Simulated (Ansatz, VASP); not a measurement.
# K3SbI in VASP and in Ansatz

```
K Sb I
1.0
     6.39042    0.00000    0.00000
     0.00000    6.39042    0.00000
     0.00000    0.00000    6.84638
K Sb I
3 1 1
Direct
  0.00000 0.50000 0.00000
  0.50000 0.00000 0.00000
  0.50000 0.50000 0.50000
  0.00000 0.00000 0.50000
  0.00000 0.00000 0.00000
```

Alike in both runs: functional PBE; k mesh 4 × 4 × 2; occupations gaussian, width 0.1 eV; no spin polarisation.

Ansatz relaxed the structure, and its values are those at the end. VASP's run is a single point on that final structure, the one shown.

|  | VASP | Ansatz |
| --- | --- | --- |
| version | VASP 6.6.1 | Ansatz 0.2.0 |
| potentials or method | VASP PAW PBE potentials, release 64 (K_sv, Sb, I) | scalar-relativistic, plane waves, PAW |
| plane-wave cutoff (eV) | 520 | 420 |
| valence electrons in the cell | 39 | 59 |

|  | VASP | Ansatz | Ansatz less VASP |
| --- | --- | --- | --- |
| gap on the k mesh at the Fermi level (eV) | none | none | - |
| pressure (GPa) | 0.0 | 0.0 | -0.01 |

A gap of «none» marks a metal or a gap that the smearing closes. The two sets of potentials don't hold the same shells in valence.

Caveats: the k mesh is coarse (spacing up to 0.46 Å⁻¹), so the values aren't converged; an odd number of electrons without spin polarisation forces a metal; a magnetic or distorted state may lie lower. The runs have no spin-orbit coupling, so splittings on I, Sb are missing.
